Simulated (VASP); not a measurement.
# Mg3CdSe2O2 (P-4m2) in VASP: settings compared

Aim: see how the results for Mg3CdSe2O2 move with the level of theory and the settings. Levels: PBE, r2SCAN. Tasks: relaxation of cell and atoms, single point.

Program: VASP 6.6.1. These are calculated values, not measurements. Logs are shortened: lines on timing, memory, paths and dates and some standing lists are left out, and cuts for length are marked.

### 1 The structure

It takes space group P-4m2 (No. 115, tetragonal). The conventional cell has a = 4.145 Å, b = 4.145 Å, c = 10.375 Å, α = 90.00°, β = 90.00°, γ = 90.00°. Mg (site symmetry 2mm) has 4 O at 2.07 Å as nearest neighbours. Mg (site symmetry -4m2) is surrounded by 4 Se at 2.64 Å and 4 Cd at 2.93 Å. Around Cd (site symmetry -4m2) lie 4 Se at 2.64 Å and 4 Mg at 2.93 Å. Se (site symmetry 2mm) has 2 Mg at 2.64 Å and 2 Cd at 2.64 Å as nearest neighbours. O (site symmetry -4m2) is surrounded by 4 Mg at 2.07 Å. O (site symmetry -4m2) is surrounded by 4 Mg at 2.07 Å.

The cell was built by a generator and needn't be a form met in nature.

### 2 Relaxation of cell and atoms, PBE

INCAR reads:

```
SYSTEM = Mg3CdSe2O2
  PREC = Accurate
  ENCUT = 520
  EDIFF = 1E-6
  ISMEAR = 0
  SIGMA = 0.03
  LREAL = .False.
  LASPH = .True.
  NELM = 120
  ALGO = Normal
  ISIF = 3
  LWAVE = .False.
  LCHARG = .False.
  GGA = PE
  IBRION = 2
  NSW = 90
  EDIFFG = -0.01
  KPAR = 4
```

KPOINTS reads:

```
Automatic mesh
0
Gamma
  6 6 4
  0 0 0
```

POSCAR reads:

```
Mg3CdSe2O2
1.0
    4.1450000000      0.0000000000      0.0000000000
    0.0000000000      4.1450000000      0.0000000000
    0.0000000000      0.0000000000     10.3750000000
Mg Cd Se O
3 1 2 2
Direct
    0.5000000000      0.0000000000      0.4966747000
    0.0000000000      0.5000000000      0.5033253000
    0.5000000000      0.5000000000      0.0000000000
    0.0000000000      0.0000000000      0.0000000000
    0.5000000000      0.0000000000      0.1580722900
    0.0000000000      0.5000000000      0.8419277100
    0.0000000000      0.0000000000      0.5000000000
    0.5000000000      0.5000000000      0.5000000000
```

Potentials or basis: VASP PAW PBE potentials, release 64 (Mg, Cd, Se, O).

On the command line:

```
$ cat potpaw_PBE.64/Mg/POTCAR potpaw_PBE.64/Cd/POTCAR potpaw_PBE.64/Se/POTCAR potpaw_PBE.64/O/POTCAR > POTCAR
$ mpirun -np 4 vasp_std > vasp.out
```

OUTCAR:

```text
SYSTEM = Mg3CdSe2O2
   PREC = Accurate
   ENCUT = 520
   EDIFF = 1E-6
   ISMEAR = 0
   LREAL = .False.
   LASPH = .True.
   NELM = 120
   ISIF = 3
   GGA = PE
   IBRION = 2
   NSW = 90
   EDIFFG = -0.01

 ion  position               nearest neighbor table
   1  0.500  0.000  0.497-   7 2.07   8 2.07   8 2.07   7 2.07   2 2.93   2 2.93   2 2.93   2 2.93

   2  0.000  0.500  0.503-   7 2.07   8 2.07   7 2.07   8 2.07   1 2.93   1 2.93   1 2.93   1 2.93

   3  0.500  0.500  0.000-   5 2.64   6 2.64   5 2.64   6 2.64   4 2.93   4 2.93   4 2.93   4 2.93

   4  0.000  0.000  0.000-   5 2.64   6 2.64   6 2.64   5 2.64   3 2.93   3 2.93   3 2.93   3 2.93

   5  0.500  0.000  0.158-   3 2.64   4 2.64   3 2.64   4 2.64
   6  0.000  0.500  0.842-   3 2.64   4 2.64   4 2.64   3 2.64
   7  0.000  0.000  0.500-   1 2.07   2 2.07   2 2.07   1 2.07
   8  0.500  0.500  0.500-   1 2.07   2 2.07   1 2.07   2 2.07

  LATTYP: Found a simple tetragonal cell.
 ALAT       =     4.1450000000
 C/A-ratio  =     2.5030156815

  Lattice vectors:

 A1 = (   4.1450000000,   0.0000000000,   0.0000000000)
 A2 = (   0.0000000000,   4.1450000000,   0.0000000000)
 A3 = (   0.0000000000,   0.0000000000,  10.3750000000)

Analysis of symmetry for initial positions (statically):
=====================================================================
 Subroutine PRICEL returns:
 Original cell was already a primitive cell.

 Routine SETGRP: Setting up the symmetry group for a
 simple tetragonal supercell.

 Subroutine GETGRP returns: Found  8 space group operations
 (whereof  8 operations were pure point group operations)
 out of a pool of 16 trial point group operations.

The static configuration has the point symmetry D_2d.

Analysis of symmetry for dynamics (positions and initial velocities):
=====================================================================
 Subroutine PRICEL returns:
 Original cell was already a primitive cell.

 Routine SETGRP: Setting up the symmetry group for a
 simple tetragonal supercell.

 Subroutine GETGRP returns: Found  8 space group operations
 (whereof  8 operations were pure point group operations)
 out of a pool of 16 trial point group operations.

The dynamic configuration has the point symmetry D_2d.

 Subroutine INISYM returns: Found  8 space group operations
 (whereof  8 operations are pure point group operations),
 and found     1 'primitive' translations

----------------------------------------------------------------------------------------

                                     Primitive cell

  volume of cell :     178.2531

  direct lattice vectors                    reciprocal lattice vectors
     4.145000000  0.000000000  0.000000000     0.241254524  0.000000000  0.000000000
     0.000000000  4.145000000  0.000000000     0.000000000  0.241254524  0.000000000
     0.000000000  0.000000000 10.375000000     0.000000000  0.000000000  0.096385542

  length of vectors
     4.145000000  4.145000000 10.375000000     0.241254524  0.241254524  0.096385542

  position of ions in fractional coordinates (direct lattice)
     0.500000000  0.000000000  0.496674700
     0.000000000  0.500000000  0.503325300
     0.500000000  0.500000000  0.000000000
     0.000000000  0.000000000  0.000000000
     0.500000000  0.000000000  0.158072290
     0.000000000  0.500000000  0.841927710
     0.000000000  0.000000000  0.500000000
     0.500000000  0.500000000  0.500000000

  ion indices of the primitive-cell ions
   primitive index   ion index
                 1           1
                 2           2
                 3           3
                 4           4
                 5           5
                 6           6
                 7           7
                 8           8

----------------------------------------------------------------------------------------

 KPOINTS: Automatic mesh

Automatic generation of k-mesh.
 Grid dimensions read from file:
 generate k-points for:    6    6    4

 Generating k-lattice:

[... 44 lines left out ...]
   NUPDOWN=      -1.0000    fix difference up-down
   EMIN   =  10.00;   EMAX   =-10.00  energy-range for DOS
   EFERMI =   0.00;   METHOD = LEGACY
   ISMEAR =     0;   SIGMA  =   0.03  broadening in eV -4-tet -1-fermi 0-gaus
   EFERMI_NEDOS =   21; number of points for ismear=-14 and -15
   IALGO  =     38    algorithm
   IMIX   =      4    mixing-type and parameters
     AMIX     =   0.40;   BMIX     =  1.00
     AMIX_MAG =   1.60;   BMIX_MAG =  1.00
  volume/ion in A,a.u.               =      22.28       150.36
  Fermi-wavevector in a.u.,A,eV,Ry     =   1.011142  1.910782 13.910711  1.022408
  Thomas-Fermi vector in A             =   2.144174
   LORBIT       =      0    0 simple, 1 ext, 2 COOP (PROOUT), +10 PAW based schemes
   GGA     = PE    functional components
   LHFCALC =     F    Hartree Fock is set to
   AEXX    =    0.0000 exact exchange contribution
   IVDW    =     0    specifies the selected vdW correction
   LEPSILON=     F    determine dielectric tensor
   LRPA    =     F    only Hartree local field effects (RPA)
 conjugate gradient relaxation of ions
 non-spin polarized calculation
 Gauss-broadening in eV      SIGMA  =   0.03
  energy-cutoff  :      520.00
  volume of cell :      178.25
 maximum number of plane-waves:      4852
 NGX is ok and might be reduce to    32
   NGX = 15   NGY = 15   NGZ = 39

--------------------------------------- Ionic step        1  -------------------------------------------

 number of electron      42.0000013 magnetization

 Free energy of the ion-electron system (eV)
  ---------------------------------------------------
  ext. energy  EPLUGINS =         0.00000000
  ---------------------------------------------------
  free energy    TOTEN  =       -34.11734488 eV

  energy without entropy =      -34.11734488  energy(sigma->0) =      -34.11734488

------------------------ aborting loop because EDIFF is reached ----------------------------------------

  FORCE on cell =-STRESS in cart. coord.  units (eV):
  Direction    XX          YY          ZZ          XY          YZ          ZX
  --------------------------------------------------------------------------------------
  -------------------------------------------------------------------------------------
  Total       -0.4537672     -0.4537672      0.0546964      0.0000000      0.0000000      0.0000000
  in kB       -4.0785564     -4.0785564      0.4916229      0.0000000      0.0000000      0.0000000
  external PRESSURE =      -2.5551633 kB  Pullay stress =       0.0000000 kB
[... 195 lines left out ...]
  energy  without entropy=      -34.1190277723  energy(sigma->0) =      -34.11902777

--------------------------------------- Ionic step        6  -------------------------------------------

 number of electron      42.0000012 magnetization

 Free energy of the ion-electron system (eV)
  ---------------------------------------------------
  ext. energy  EPLUGINS =         0.00000000
  ---------------------------------------------------
  free energy    TOTEN  =       -34.11903769 eV

  energy without entropy =      -34.11903769  energy(sigma->0) =      -34.11903769

 E-fermi :   1.2322     XC(G=0):  -8.2052

 val. band max:        1.0327474437   @ k =   0.0000   0.0000   0.0000
 cond. band min:       2.0287453756   @ k =   0.0000   0.0000   0.0000
 fundamental gap:      0.9959979319
 Fermi energy:         1.2322177689

 k-point     1 :       0.0000    0.0000    0.0000
  band No.  band energies     occupation
      1     -14.9906      2.00000
      2     -14.0537      2.00000
      3     -12.4075      2.00000
      4     -11.9607      2.00000
      5      -8.1130      2.00000
      6      -8.1130      2.00000
[... 685 lines left out ...]
     25       5.6732      0.00000
     26       5.9952      0.00000

 [... further k-points ...]

------------------------ aborting loop because EDIFF is reached ----------------------------------------

  FORCE on cell =-STRESS in cart. coord.  units (eV):
  Direction    XX          YY          ZZ          XY          YZ          ZX
  --------------------------------------------------------------------------------------
  -------------------------------------------------------------------------------------
  Total        0.0125449      0.0125449     -0.0745542      0.0000000      0.0000000     -0.0000000
  in kB        0.1132494      0.1132494     -0.6730401      0.0000000      0.0000000     -0.0000000
  external PRESSURE =      -0.1488471 kB  Pullay stress =       0.0000000 kB
[... 23 lines left out ...]
  FREE ENERGIE OF THE ION-ELECTRON SYSTEM (eV)
  ---------------------------------------------------
  free  energy   TOTEN  =       -34.1190376935 eV

  energy  without entropy=      -34.1190376935  energy(sigma->0) =      -34.11903769

 reached required accuracy - stopping structural energy minimisation
```

Run time: 2.6 min. Hardware: 4 MPI ranks of Intel Xeon Platinum 8488C (Sapphire Rapids), shared host; peak memory 0.39 GiB.

What came out:

| Property | Result |
| --- | --- |
| Free energy | -34.1190 eV |
| Relaxed volume | 22.18 Å³/atom |
| Relaxed cell | a = 4.133 Å, b = 4.133 Å, c = 10.391 Å, α = 90.00°, β = 90.00°, γ = 90.00° |
| Space group after relaxing (to 0.05 Å) | P-4m2 (No. 115) |
| Energy gained by relaxing | 0.2 meV/atom |
| Ionic steps | 6 |
| Pressure after relaxing | 0.0 GPa |
| Largest force after relaxing | 0.007 eV/Å |
| Band gap on the k mesh | 1.00 eV, direct |

Forces on the atoms (eV/Å):
```
Mg   0.000  0.000  0.000
Mg   0.000  0.000  0.000
Mg   0.000  0.000  0.000
Cd   0.000  0.000  0.000
Se   0.000  0.000  0.007
Se   0.000  0.000 -0.007
O    0.000  0.000  0.000
O    0.000  0.000  0.000
```

The path:
| step | energy change (eV) | largest force (eV/Å) | pressure (GPa) | volume (Å³) |
| --- | --- | --- | --- | --- |
| 1 | 0.0000 | 0.0452 | -0.26 | 178.25 |
| 2 | -0.0013 | 0.0658 | 0.09 | 177.34 |
| 3 | -0.0013 | 0.0653 | 0.08 | 177.37 |
| 4 | -0.0017 | 0.0235 | 0.01 | 177.45 |
| 5 | -0.0017 | 0.0022 | -0.03 | 177.49 |
| 6 | -0.0017 | 0.0067 | -0.01 | 177.48 |

Final structure:
```xyz
8
Lattice="4.1328 0.0000 0.0000 0.0000 4.1328 0.0000 0.0000 0.0000 10.3908" Properties=species:S:1:pos:R:3 pbc="T T T"
Mg    2.0664    0.0000    5.1606
Mg    0.0000    2.0664    5.2302
Mg    2.0664    2.0664    0.0000
Cd    0.0000    0.0000    0.0000
Se    2.0664    0.0000    1.6497
Se    4.1328    2.0664    8.7411
O     0.0000    0.0000    5.1954
O     2.0664    2.0664    5.1954
```

A k mesh can miss the band edges.

### 3 Relaxation of cell and atoms, PBE

This run uses another cell than the first one, of 22.18 Å³/atom, 0.996 times its volume.

INCAR, as its differences from that of step 2:

```diff
@@ -3,3 +3,3 @@
   ENCUT = 520
-  EDIFF = 1E-6
+  EDIFF = 1E-7
   ISMEAR = 0
@@ -15,4 +15,5 @@
   IBRION = 2
-  NSW = 90
-  EDIFFG = -0.01
+  NSW = 60
+  EDIFFG = -0.005
+  POTIM = 0.3
   KPAR = 4
```

KPOINTS is that of step 2.

POSCAR reads:

```
Mg3CdSe2O2                              
1.0
    4.1328275432      0.0000000000      0.0000000000
    0.0000000000      4.1328275432      0.0000000000
    0.0000000000      0.0000000000     10.3907580315
  Mg              Cd              Se              O             
     3     1     2     2
Direct
     0.5000000000000000    0.0000000000000000    0.4966486670676208
     0.0000000000000000    0.5000000000000000    0.5033513329323793
     0.5000000000000000    0.5000000000000000    0.0000000000000000
     0.0000000000000000    0.0000000000000000    0.0000000000000000
     0.5000000000000000    0.0000000000000000    0.1587659229570420
     1.0000000000000000    0.5000000000000000    0.8412340770429579
     0.0000000000000000    0.0000000000000000    0.5000000000000000
     0.5000000000000000    0.5000000000000000    0.5000000000000000
```

Potentials or basis: VASP PAW PBE potentials, release 64 (Mg, Cd, Se, O).

On the command line:

```
$ cat potpaw_PBE.64/Mg/POTCAR potpaw_PBE.64/Cd/POTCAR potpaw_PBE.64/Se/POTCAR potpaw_PBE.64/O/POTCAR > POTCAR
$ mpirun -np 4 vasp_std > vasp.out
```

It took 6.7 min on 4 MPI ranks of Intel Xeon Platinum 8488C (Sapphire Rapids), shared host; peak memory 0.38 GiB.

It converged, with:

```yaml
Free_energy: -34.1192 eV
Relaxed_volume: 21.97 Å³/atom
Relaxed_cell: a = 4.133 Å, b = 4.133 Å, c = 10.291 Å, α = 90.00°, β = 90.00°, γ = 90.00°
Space_group_after_relaxing_to_0.05_Å: P-4m2 (No. 115)
Energy_gained_by_relaxing: 0.1 meV/atom
Ionic_steps: 17
Pressure_after_relaxing: 0.0 GPa
Band_gap_on_the_k_mesh: 0.99 eV, direct
```

Forces on the atoms (eV/Å):
```
Mg   0.000  0.000 -0.002
Mg   0.000  0.000  0.002
Mg   0.000  0.000  0.000
Cd   0.000  0.000  0.000
Se   0.000  0.000  0.002
Se   0.000  0.000 -0.002
O    0.000  0.000  0.000
O    0.000  0.000  0.000
```

Step by step:
```
step  energy change (eV)  largest force (eV/Å)  pressure (GPa)  volume (Å³)
   1              0.0000                0.0067           -0.01       177.48
   2              0.0000                0.0077           -0.01       177.45
   3             -0.0001                0.0104           -0.01       177.35
   4             -0.0001                0.0160           -0.01       177.17
   5             -0.0002                0.0269            0.01       176.81
   6             -0.0002                0.0249            0.00       176.78
   7             -0.0003                0.0187           -0.01       176.69
   8             -0.0003                0.0065           -0.04       176.53
   9             -0.0003                0.0179           -0.09       176.20
  10             -0.0004                0.0085           -0.07       176.33
  11             -0.0004                0.0088           -0.06       176.21
  12             -0.0004                0.0097           -0.02       175.88
  13             -0.0004                0.0101           -0.01       175.77
  14             -0.0004                0.0101           -0.01       175.79
  15             -0.0004                0.0100           -0.02       175.83
  16             -0.0004                0.0068           -0.01       175.82
  17             -0.0004                0.0025            0.01       175.80
```

Final structure:
```yaml
crystal:
  lattice:
    - [4.13321, 0.00000, 0.00000]
    - [0.00000, 4.13321, 0.00000]
    - [0.00000, 0.00000, 10.29059]
  atoms:
    - { symbol: Mg, position: [0.50000, 0.00000, 0.49654] }
    - { symbol: Mg, position: [0.00000, 0.50000, 0.50346] }
    - { symbol: Mg, position: [0.50000, 0.50000, 0.00000] }
    - { symbol: Cd, position: [0.00000, 0.00000, 0.00000] }
    - { symbol: Se, position: [0.50000, 0.00000, 0.16028] }
    - { symbol: Se, position: [0.00000, 0.50000, 0.83972] }
    - { symbol: O, position: [0.00000, 0.00000, 0.50000] }
    - { symbol: O, position: [0.50000, 0.50000, 0.50000] }
```

Levels at points of the mesh, in eV from the valence-band top:
```tsv
k point	band 18	band 19	band 20	band 21	band 22	band 23	band 24	band 25
(0.00, 0.00, 0.00)	-1.06	-0.29	-0.29	0.00	0.99	2.08	3.09	4.28
(0.50, 0.00, 0.00)	-1.55	-1.55	-0.88	-0.84	2.22	2.99	4.26	4.65
(0.50, 0.50, 0.00)	-0.70	-0.68	-0.23	-0.23	2.30	2.30	2.83	3.87
(0.00, 0.00, 0.50)	-1.23	-0.29	-0.29	0.00	1.51	2.06	3.12	3.62
(0.50, 0.00, 0.50)	-1.56	-1.55	-0.73	-0.72	2.08	2.84	4.25	4.64
(0.50, 0.50, 0.50)	-0.75	-0.70	-0.23	-0.23	2.24	2.24	2.96	4.00
```

A k mesh can miss the band edges. PBE gaps usually lie below the measured ones, often by a third to a half.

### 4 Single point, r2SCAN

This run uses another cell than the first one, of 21.97 Å³/atom, 0.986 times its volume.

INCAR reads:

```
ALGO     = Normal         # electronic algorithm
EDIFF    = 1E-6           # SCF threshold, eV
ENCUT    = 520            # plane-wave cutoff, eV
ISIF     = 2              # what is computed and relaxed
ISMEAR   = 0              # smearing method
KPAR     = 4            
LASPH    = T              # aspherical terms in the spheres
LCHARG   = F              # write CHGCAR
LMIXTAU  = T            
LREAL    = F              # projectors in reciprocal space
LWAVE    = F              # write WAVECAR
METAGGA  = R2SCAN         # meta-GGA
NBANDS   = 31             # bands
NELM     = 150            # most SCF steps
PREC     = Accurate       # precision mode
SIGMA    = 0.03           # smearing width, eV
```

KPOINTS reads:

```
k-points
0
Gamma
  6 6 4
```

POSCAR reads:

```
Mg3CdSe2O2                              
1.0
    4.1332138045      0.0000000000      0.0000000000
    0.0000000000      4.1332138045      0.0000000000
   -0.0000000000      0.0000000000     10.2905912655
  Mg              Cd              Se              O             
     3     1     2     2
Direct
     0.5000000000000000    0.0000000000000000    0.4965397427326522
     0.0000000000000000    0.5000000000000000    0.5034602572673479
     0.5000000000000000    0.5000000000000000    0.0000000000000000
     0.0000000000000000    0.0000000000000000    0.0000000000000000
     0.5000000000000000    0.0000000000000000    0.1602807087323248
     0.0000000000000000    0.5000000000000000    0.8397192912676752
     0.0000000000000000    0.0000000000000000    0.5000000000000000
     0.5000000000000000    0.5000000000000000    0.5000000000000000
```

On the command line:

```
$ cat potpaw_PBE.64/Mg/POTCAR potpaw_PBE.64/Cd/POTCAR potpaw_PBE.64/Se/POTCAR potpaw_PBE.64/O/POTCAR > POTCAR
$ mpirun -np 4 vasp_std > vasp.out
```

It took 3.1 min on 4 MPI ranks of Intel Xeon Platinum 8488C (Sapphire Rapids), shared host; peak memory 0.42 GiB.

The run converged. Its results:

* Free energy: -86.3368 eV
* Pressure: -1.9 GPa
* Largest force: 0.276 eV/Å
* Band gap on the k mesh: 1.30 eV, direct

Forces on the atoms (eV/Å):
```
Mg   0.000  0.000  0.008
Mg   0.000  0.000 -0.008
Mg   0.000  0.000  0.000
Cd   0.000  0.000  0.000
Se   0.000  0.000 -0.276
Se   0.000  0.000  0.276
O    0.000  0.000  0.000
O    0.000  0.000  0.000
```

Stress tensor (GPa, compression positive):
```
-2.06  0.00  0.00
 0.00 -2.06  0.00
 0.00  0.00 -1.51
```

Levels at points of the mesh, in eV from the valence-band top:
| k point | band 19 | band 20 | band 21 | band 22 | band 23 | band 24 |
| --- | --- | --- | --- | --- | --- | --- |
| (0.00, 0.00, 0.00) | -0.28 | -0.28 | 0.00 | 1.30 | 2.37 | 3.58 |
| (0.50, 0.00, 0.00) | -1.57 | -0.88 | -0.84 | 2.52 | 3.43 | 4.67 |
| (0.50, 0.50, 0.00) | -0.69 | -0.22 | -0.22 | 2.53 | 2.53 | 3.11 |
| (0.00, 0.00, 0.50) | -0.28 | -0.28 | 0.00 | 1.77 | 2.36 | 3.62 |
| (0.50, 0.00, 0.50) | -1.57 | -0.74 | -0.74 | 2.39 | 3.27 | 4.67 |
| (0.50, 0.50, 0.50) | -0.72 | -0.22 | -0.22 | 2.47 | 2.47 | 3.23 |

Caveat: the PAW data sets were made with another functional, which shifts forces and pressure a little.
